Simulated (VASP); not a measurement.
Data:

```
Tl
1.0
    1.73000    -2.99645     0.00000
    1.73000     2.99645     0.00000
    0.00000     0.00000     5.52000
Tl
2
Cartesian
  1.73000   0.99882   1.38000
  1.73000  -0.99882   4.14000
```

These are LDA (Ceperley-Alder, Perdew-Zunger), VASP's LDA PAW potentials (set 64) (plane waves; VASP) values and carry that method's errors. Settings: 400 eV cut-off, 11×11×6 Γ-centred mesh, first-order Methfessel-Paxton smearing of 0.10 eV, potentials Tl_d.

Energy and stress use the plane-wave basis of the starting cell.

Q: The ions, cell shape and volume are relaxed. Which structure does the run end with?

A: 
```
Tl
1.0
    1.69326    -2.93282     0.00000
    1.69326     2.93282     0.00000
    0.00000     0.00000     5.49584
Tl
2
Direct
  0.33333   0.66667   0.25000
  0.66667   0.33333   0.75000
```
Space group P6_3/mmc (194), at a tolerance of 0.03 Å.

Q: How do energy and volume change from the first to the last step?

A: The energy (σ→0) changes by -8.9 meV/atom and the volume by -4.6 %, in 8 ionic steps.

The compound is Tl in the hcp structure. This run relaxes it. Symmetry was kept, so distortions that lower it aren't found.
